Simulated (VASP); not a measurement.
# MnHg (Pm-3m) in VASP: density of states with r2SCAN

Aim: the density of states of MnHg with r2SCAN.

All numbers are computed with VASP 6.6.1; they aren't measurements. Logs are shortened: lines on timing, memory, paths and dates and some standing lists are left out, and cuts for length are marked.

**1. Starting point**

Symmetry: Pm-3m, No. 221, cubic system. The conventional cell has a = 3.305 Å, b = 3.305 Å, c = 3.305 Å, α = 90.00°, β = 90.00°, γ = 90.00°. Mn (site symmetry m-3m) is surrounded by 8 Hg at 2.86 Å. Hg (site symmetry m-3m) has 8 Mn at 2.86 Å as nearest neighbours.

**2. Density of states, r2SCAN**

File INCAR:

```
ALGO     = Normal         # electronic algorithm
EDIFF    = 1E-7           # SCF threshold, eV
ENCUT    = 520            # plane-wave cutoff, eV
ISIF     = 2              # what is computed and relaxed
ISMEAR   = -5             # smearing method
LASPH    = T              # aspherical terms in the spheres
LCHARG   = F              # write CHGCAR
LMAXMIX  = 4              # l up to which the mixer works
LMIXTAU  = T            
LORBIT   = 11             # projections on sites
LREAL    = F              # projectors in reciprocal space
LWAVE    = F              # write WAVECAR
METAGGA  = R2SCAN         # meta-GGA
NBANDS   = 20             # bands
NEDOS    = 2001           # points of the DOS
NELM     = 100            # most SCF steps
PREC     = Accurate       # precision mode
SIGMA    = 0.1            # smearing width, eV
```

File KPOINTS:

```
k-points
0
Gamma
  10 10 10
```

File POSCAR:

```
MnHg
1.0
    3.3045690000      0.0000000000      0.0000000000
    0.0000000000      3.3045690000      0.0000000000
    0.0000000000      0.0000000000      3.3045690000
Mn Hg
1 1
Direct
    0.5000000000      0.5000000000      0.5000000000
    0.0000000000      0.0000000000      0.0000000000
```

Potentials or basis: VASP PAW PBE potentials, release 64 (Mn_pv, Hg).

Launch:

```console
$ cat potpaw_PBE.64/Mn_pv/POTCAR potpaw_PBE.64/Hg/POTCAR > POTCAR
$ mpirun -np 1 vasp_std > vasp.out
```

OUTCAR:

```text
EDIFF = 1E-7
   ENCUT = 520
   ISIF = 2
   ISMEAR = -5
   LASPH = T
   LORBIT = 11
   LREAL = F
   METAGGA = R2SCAN
   NELM = 100
   PREC = Accurate

 ion  position               nearest neighbor table
   1  0.500  0.500  0.500-   2 2.86   2 2.86   2 2.86   2 2.86   2 2.86   2 2.86   2 2.86   2 2.86

   2  0.000  0.000  0.000-   1 2.86   1 2.86   1 2.86   1 2.86   1 2.86   1 2.86   1 2.86   1 2.86

  LATTYP: Found a simple cubic cell.
 ALAT       =     3.3045690000

  Lattice vectors:

 A1 = (   3.3045690000,   0.0000000000,   0.0000000000)
 A2 = (   0.0000000000,   3.3045690000,   0.0000000000)
 A3 = (   0.0000000000,   0.0000000000,   3.3045690000)

Analysis of symmetry for initial positions (statically):
=====================================================================
 Subroutine PRICEL returns:
 Original cell was already a primitive cell.

 Routine SETGRP: Setting up the symmetry group for a
 simple cubic supercell.

 Subroutine GETGRP returns: Found 48 space group operations
 (whereof 48 operations were pure point group operations)
 out of a pool of 48 trial point group operations.

The static configuration has the point symmetry O_h .

Analysis of symmetry for dynamics (positions and initial velocities):
=====================================================================
 Subroutine PRICEL returns:
 Original cell was already a primitive cell.

 Routine SETGRP: Setting up the symmetry group for a
 simple cubic supercell.

 Subroutine GETGRP returns: Found 48 space group operations
 (whereof 48 operations were pure point group operations)
 out of a pool of 48 trial point group operations.

The dynamic configuration has the point symmetry O_h .

 Subroutine INISYM returns: Found 48 space group operations
 (whereof 48 operations are pure point group operations),
 and found     1 'primitive' translations

----------------------------------------------------------------------------------------

                                     Primitive cell

  volume of cell :      36.0865

  direct lattice vectors                    reciprocal lattice vectors
     3.304569000  0.000000000  0.000000000     0.302611324  0.000000000  0.000000000
     0.000000000  3.304569000  0.000000000     0.000000000  0.302611324  0.000000000
     0.000000000  0.000000000  3.304569000     0.000000000  0.000000000  0.302611324

  length of vectors
     3.304569000  3.304569000  3.304569000     0.302611324  0.302611324  0.302611324

  position of ions in fractional coordinates (direct lattice)
     0.500000000  0.500000000  0.500000000
     0.000000000  0.000000000  0.000000000

  ion indices of the primitive-cell ions
   primitive index   ion index
                 1           1
                 2           2

----------------------------------------------------------------------------------------

 KPOINTS: k-points

Automatic generation of k-mesh.
 Grid dimensions read from file:
 generate k-points for:   10   10   10

 Generating k-lattice:

  Cartesian coordinates                     Fractional coordinates (reciprocal lattice)
     0.030261132  0.000000000  0.000000000     0.100000000  0.000000000  0.000000000
     0.000000000  0.030261132  0.000000000     0.000000000  0.100000000  0.000000000
     0.000000000  0.000000000  0.030261132     0.000000000  0.000000000  0.100000000

  Length of vectors
     0.030261132  0.030261132  0.030261132

  Shift w.r.t. Gamma in fractional coordinates (k-lattice)
     0.000000000  0.000000000  0.000000000

 TETIRR: Found    492 inequivalent tetrahedra from     6000

 Subroutine IBZKPT returns following result:
 ===========================================

 Found     56 irreducible k-points:

 Following reciprocal coordinates:
            Coordinates               Weight
  0.000000  0.000000  0.000000      1.000000
  0.100000  0.000000  0.000000      6.000000
  0.200000  0.000000  0.000000      6.000000
  0.300000  0.000000  0.000000      6.000000
  0.400000  0.000000  0.000000      6.000000
  0.500000  0.000000  0.000000      3.000000
[... 16 lines left out ...]
  0.200000  0.100000  0.100000     24.000000
  0.300000  0.100000  0.100000     24.000000
 [... further k-points ...]
   k-points           NKPTS =     56   k-points in BZ     NKDIM =     56   number of bands    NBANDS=     20
   number of dos      NEDOS =   2001   number of ions     NIONS =      2
   total plane-waves  NPLWV =  21952
   dimension x,y,z NGX =    28 NGY =   28 NGZ =   28
   dimension x,y,z NGXF=    56 NGYF=   56 NGZF=   56
   ions per type =               1   1
   NGX,Y,Z   is equivalent  to a cutoff of  14.09, 14.09, 14.09 a.u.
   NGXF,Y,Z  is equivalent  to a cutoff of  28.17, 28.17, 28.17 a.u.
 SYSTEM =  unknown system
   PREC   = accura    normal or accurate (medium, high low for compatibility)
   ISTART =      0    job   : 0-new  1-cont  2-samecut
   ICHARG =      2    charge: 1-file 2-atom 10-const
   ISPIN  =      1    spin polarized calculation?
   LNONCOLLINEAR =      F non collinear calculations
   LSORBIT =      F    spin-orbit coupling
   LASPH  =      T    aspherical Exc in radial PAW
   ENCUT  =  520.0 eV  38.22 Ry    6.18 a.u.   6.14  6.14  6.14*2*pi/ulx,y,z
   NELM   =    100;   NELMIN=  2; NELMDL= -5     # of ELM steps
   EDIFF  = 0.1E-06   stopping-criterion for ELM
   LREAL  =      F    real-space projection
   EDIFFG = 0.1E-05   stopping-criterion for IOM
   NSW    =      0    number of steps for IOM
   IBRION =     -1    ionic relax: 0-MD 1-quasi-New 2-CG
   NFREE  =      0    steps in history (QN), initial steepest desc. (CG)
   ISIF   =      2    stress and relaxation
   ISYM   =      2    0-nonsym 1-usesym 2-fastsym
   POTIM  = 0.5000    time-step for ionic-motion
   TEBEG  =    0.0;   TEEND  =   0.0 temperature during run
   PSTRESS=    0.0 pullay stress
   NELECT =      25.0000    total number of electrons
   NUPDOWN=      -1.0000    fix difference up-down
   EMIN   =  10.00;   EMAX   =-10.00  energy-range for DOS
   EFERMI =   0.00;   METHOD = LEGACY
   ISMEAR =    -5;   SIGMA  =   0.10  broadening in eV -4-tet -1-fermi 0-gaus
   EFERMI_NEDOS =   21; number of points for ismear=-14 and -15
   IALGO  =     38    algorithm
   IMIX   =      4    mixing-type and parameters
     AMIX     =   0.40;   BMIX     =  1.00
     AMIX_MAG =   1.60;   BMIX_MAG =  1.00
  volume/ion in A,a.u.               =      18.04       121.76
  Fermi-wavevector in a.u.,A,eV,Ry     =   1.448572  2.737404 28.549922  2.098360
  Thomas-Fermi vector in A             =   2.566397
   LORBIT       =     11    0 simple, 1 ext, 2 COOP (PROOUT), +10 PAW based schemes
   METAGGA = R2SCAN    functional components
   LHFCALC =     F    Hartree Fock is set to
   AEXX    =    0.0000 exact exchange contribution
   IVDW    =     0    specifies the selected vdW correction
   LEPSILON=     F    determine dielectric tensor
   LRPA    =     F    only Hartree local field effects (RPA)
 non-spin polarized calculation
 Fermi weights with tetrahedron method with Bloechl corrections
  energy-cutoff  :      520.00
  volume of cell :       36.09
 maximum number of plane-waves:       996
 NGX is ok and might be reduce to    28
   NGX = 13   NGY = 13   NGZ = 13

 number of electron      25.0000016 magnetization

 Free energy of the ion-electron system (eV)
  ---------------------------------------------------
  ext. energy  EPLUGINS =         0.00000000
  ---------------------------------------------------
  free energy    TOTEN  =       -61.32471548 eV

  energy without entropy =      -61.32471548  energy(sigma->0) =      -61.32471548

 E-fermi :   4.7880     XC(G=0): -12.7207

 val. band max:        4.7957387684   @ k =   0.5000   0.4000   0.3000
 cond. band min:       4.7558293015   @ k =   0.3000   0.2000   0.2000
 fundamental gap:     -0.0399094669
 Fermi energy:         4.7880310074

 k-point     1 :       0.0000    0.0000    0.0000
  band No.  band energies     occupation
      1     -44.6851      2.00000
      2     -44.6851      2.00000
      3     -44.6851      2.00000
      4      -4.5603      2.00000
      5      -3.3990      2.00000
      6      -3.3990      2.00000
[... 12 lines left out ...]
     19      17.4440      0.00000
     20      17.4440      0.00000

 k-point     2 :       0.1000    0.0000    0.0000
  band No.  band energies     occupation
      1     -44.6870      2.00000
      2     -44.6850      2.00000
      3     -44.6850      2.00000
      4      -4.3987      2.00000
      5      -3.3757      2.00000
      6      -3.3212      2.00000
[... 12 lines left out ...]
     19      17.4670      0.00000
     20      18.3320      0.00000

 k-point     3 :       0.2000    0.0000    0.0000
  band No.  band energies     occupation
      1     -44.6919      2.00000
      2     -44.6847      2.00000
      3     -44.6847      2.00000
      4      -3.9786      2.00000
      5      -3.3136      2.00000
      6      -3.0454      2.00000
[... 12 lines left out ...]
     19      17.5378      0.00000
     20      20.8886      0.00000

 k-point     4 :       0.3000    0.0000    0.0000
  band No.  band energies     occupation
      1     -44.6980      2.00000
      2     -44.6843      2.00000
      3     -44.6843      2.00000
      4      -3.5543      2.00000
      5      -3.2345      2.00000
      6      -2.4268      2.00000
[... 429 lines left out ...]
 k-point    23 :       0.2000    0.1000    0.1000
  band No.  band energies     occupation
      1     -44.6916      2.00000
      2     -44.6864      2.00000
      3     -44.6864      2.00000
      4      -3.6763      2.00000
      5      -3.1981      2.00000
      6      -2.9988      2.00000
[... 12 lines left out ...]
     19      18.5847      0.00000
     20      20.3970      0.00000

 k-point    24 :       0.3000    0.1000    0.1000
  band No.  band energies     occupation
      1     -44.6977      2.00000
      2     -44.6860      2.00000
      3     -44.6860      2.00000
      4      -3.3213      2.00000
      5      -3.1262      2.00000
      6      -2.6539      2.00000
[... 12 lines left out ...]
     19      18.2371      0.00000
     20      18.8260      0.00000

 [... further k-points ...]

------------------------ aborting loop because EDIFF is reached ----------------------------------------

  FORCE on cell =-STRESS in cart. coord.  units (eV):
  Direction    XX          YY          ZZ          XY          YZ          ZX
  --------------------------------------------------------------------------------------
  -------------------------------------------------------------------------------------
  Total       -3.9769977     -3.9769977     -3.9769977      0.0000000      0.0000000     -0.0000000
  in kB     -176.5718440   -176.5718440   -176.5718440      0.0000000      0.0000000     -0.0000000
  external PRESSURE =    -176.5718440 kB  Pullay stress =       0.0000000 kB

 VOLUME and BASIS-vectors are now :
 -----------------------------------------------------------------------------
  energy-cutoff  :      520.00
  volume of cell :       36.09
      direct lattice vectors                 reciprocal lattice vectors
     3.304569000  0.000000000  0.000000000     0.302611324  0.000000000  0.000000000
     0.000000000  3.304569000  0.000000000     0.000000000  0.302611324  0.000000000
     0.000000000  0.000000000  3.304569000     0.000000000  0.000000000  0.302611324

 POSITION                                       TOTAL-FORCE (eV/Angst)
 -----------------------------------------------------------------------------------
      1.65228      1.65228      1.65228         0.000000      0.000000      0.000000
      0.00000      0.00000      0.00000         0.000000      0.000000      0.000000
 -----------------------------------------------------------------------------------
    total drift:                                0.000000      0.000000      0.000000

  FREE ENERGIE OF THE ION-ELECTRON SYSTEM (eV)
  ---------------------------------------------------
  free  energy   TOTEN  =       -61.3247154839 eV

  energy  without entropy=      -61.3247154839  energy(sigma->0) =      -61.32471548

 total charge

# of ion       s       p       d       tot
------------------------------------------
    1        0.233   6.149   5.080  11.463
    2        0.800   0.501   9.242  10.543
--------------------------------------------------
tot          1.033   6.651  14.322  22.006
```

Run time: 3 min. Hardware: 1 thread of Intel Xeon Platinum 8259CL at 2.50GHz (Skylake/Cascade Lake), shared host; peak memory 0.19 GiB.

What came out:

```yaml
Free_energy: -61.3247 eV
Pressure: -17.7 GPa
Band_gap_on_the_k_mesh: none (metal or under the smearing width)
Valence_electrons_inside_the_program's_atomic_spheres: Mn 11.46; Hg 10.54
```

States per cell in windows of 1 eV (zero at the Fermi level; states under -8 eV left out):
| from (eV) | total | Mn1_d | Hg2_d | Hg2_p | Hg2_s | Mn1_s | Mn1_p |
| --- | --- | --- | --- | --- | --- | --- | --- |
| -8.0 | 7.63 | 0.09 | 6.57 | 0.02 | 0.12 | 0.04 | 0.03 |
| -7.0 | 1.67 | 0.01 | 1.36 | 0.02 | 0.08 | 0.01 | 0.01 |
| -6.0 | 0.47 | 0.02 | 0.12 | 0.02 | 0.13 | 0.02 | 0.01 |
| -5.0 | 0.57 | 0.05 | 0.10 | 0.02 | 0.19 | 0.01 | 0.02 |
| -4.0 | 0.42 | 0.08 | 0.04 | 0.03 | 0.10 | 0.02 | 0.01 |
| -3.0 | 0.46 | 0.12 | 0.03 | 0.06 | 0.02 | 0.03 | 0.01 |
| -2.0 | 1.98 | 1.06 | 0.08 | 0.20 | 0.03 | 0.04 | 0.04 |
| -1.0 | 4.47 | 3.61 | 0.11 | 0.12 | 0.00 | 0.01 | 0.04 |
| 0.0 | 3.17 | 2.74 | 0.09 | 0.04 | 0.01 | 0.02 | 0.02 |
| 1.0 | 1.04 | 0.60 | 0.04 | 0.08 | 0.07 | 0.03 | 0.04 |
| 2.0 | 0.56 | 0.22 | 0.03 | 0.06 | 0.05 | 0.03 | 0.03 |
| 3.0 | 0.76 | 0.22 | 0.03 | 0.09 | 0.12 | 0.04 | 0.04 |
| 4.0 | 0.65 | 0.13 | 0.03 | 0.09 | 0.10 | 0.05 | 0.04 |
| 5.0 | 0.79 | 0.11 | 0.07 | 0.11 | 0.06 | 0.10 | 0.07 |
| 6.0 | 0.80 | 0.10 | 0.06 | 0.14 | 0.04 | 0.07 | 0.09 |
| 7.0 | 0.81 | 0.09 | 0.06 | 0.15 | 0.03 | 0.07 | 0.09 |

Caveat: so large a pressure means that the cell lies far from this level's equilibrium, or that cutoff or potentials fall short; the potentials were made for another functional, which shifts forces and pressure; tetrahedron occupations give inexact forces and stress in metals. Spin polarisation is off, so any magnetic state and its effect on volume and gap are missing.
